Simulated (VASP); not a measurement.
A 71-atom supercell of AlN (wurtzite) holds Ge on the Al site with a neighbouring N vacancy in charge state -1. It is relaxed twice, with the total moment held at 1 and at 3 μB. Computed with PBE GGA, VASP's PBE PAW potentials (set 64) (plane waves; VASP 6.6.1). Numerical set-up: PREC = Normal, LREAL = Auto, ISYM = 0, NELECT = 285.0, EDIFF = 1E-5, 400 eV cut-off, 1×1×1 Γ-centred mesh, Gaussian smearing of 0.050 eV, potentials Al N Ge.

The cell is charged, with a uniform compensating background. The supercell is sampled at Γ alone, which is coarse: total energies, pressure and levels can be off, energies of defects by several tenths of an eV.

Task: Which spin state lies lower, and by how much?

Result: The state with 1 μB lies lower, by 0.39 eV.

The cell is a supercell with a defect, built from AlN (wurtzite).
